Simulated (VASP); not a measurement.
VASP ran on this input.

### INCAR
```
# general
SYSTEM  = Y
PREC    = Accurate
ENCUT   = 500
LREAL   = F
LASPH   = T

# electronic loop
EDIFF   = 1E-6
NELM    = 100
ALGO    = Normal
LMAXMIX = 4

# smearing
ISMEAR  = 1
SIGMA   = 0.1

# functional
GGA     = PE

# ions
IBRION  = 2
NSW     = 40
ISIF    = 3
EDIFFG  = -0.02
PSTRESS = 450

# output
LWAVE   = F
LCHARG  = F
```

File POSCAR:
```
Y
1
    1.5055359061    -2.6076677749    -0.0000000000
    1.5055359061     2.6076677749     0.0000000000
   -0.0000000000     0.0000000000     4.9321742373
Y
2
Direct
  0.3333330000   0.6666670000   0.2500000000
  0.6666670000   0.3333330000   0.7500000000
```

**KPOINTS**
```
Automatic mesh
0
Gamma
14 14 8
0 0 0
```

POTCAR, in this order: Y_sv (PBE.64 set). Program: vasp_std.

### Question
Translate this PBE calculation to Quantum ESPRESSO's pw.x.

### Answer
One equivalent input (not run):
```
&CONTROL
  calculation = 'vc-relax'
  pseudo_dir = './pseudo'
  outdir = './out'
  tprnfor = .true.
  tstress = .true.
  nstep = 40
  forc_conv_thr = 0.00078
/
&SYSTEM
  ibrav = 0
  nat = 2
  ntyp = 1
  ecutwfc = 72
  occupations = 'smearing'
  smearing = 'methfessel-paxton'
  degauss = 0.00735
  input_dft = 'pbe'
/
&ELECTRONS
  conv_thr = 7.3e-08
  electron_maxstep = 100
/
&IONS
/
&CELL
  press = 450
/
ATOMIC_SPECIES
  Y 88.906 Y.upf
CELL_PARAMETERS angstrom
     1.5055359   -2.6076678   -0.0000000
     1.5055359    2.6076678    0.0000000
    -0.0000000    0.0000000    4.9321742
ATOMIC_POSITIONS crystal
  Y    0.3333330  0.6666670  0.2500000
  Y    0.6666670  0.3333330  0.7500000
K_POINTS automatic
  14 14 8 0 0 0
```
What does not carry over: the potentials are each code's own (VASP's PAW set, PseudoDojo norm-conserving files in pw.x), so ENCUT and ecutwfc are chosen apart and not converted; conv_thr bounds pw.x's estimated SCF error, while EDIFF bounds the energy change between steps; forc_conv_thr acts on force components and is met together with etot_conv_thr.

The compound is Y in the hcp structure. This run relaxes it under an external pressure of 45 GPa. Symmetry was kept, so distortions that lower it aren't found.
